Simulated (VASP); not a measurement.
Consider the following.

```
CELL_PARAMETERS angstrom
      0.00000     2.69927     2.69927
      2.69927     0.00000     2.69927
      2.69927     2.69927     0.00000
ATOMIC_POSITIONS crystal
  Cd 0.00000 0.00000 0.00000
  F  0.25000 0.25000 0.25000
  F  0.75000 0.75000 0.75000
```

Computed with PBEsol GGA, VASP's PBE PAW potentials (set 64) (plane waves; VASP). Numerical set-up: 520 eV cut-off, 7×7×7 Γ-centred mesh, Gaussian smearing of 0.010 eV, potentials Cd F.

Question: Give the electronic dielectric tensor ε∞ (DFPT, local fields included).

Answer: 
```
2.87  0.00  0.00
0.00  2.87  0.00
0.00  0.00  2.87
```

Question: Give the Born effective charges.

Answer: 
| atom | Z*xx | Z*yy | Z*zz | mean |
|---|---|---|---|---|
| Cd1 | 2.44 | 2.44 | 2.44 | 2.44 |
| F2 | -1.22 | -1.22 | -1.22 | -1.22 |
| F3 | -1.22 | -1.22 | -1.22 | -1.22 |

The compound is CdF2 in the fluorite structure. It was relaxed first.
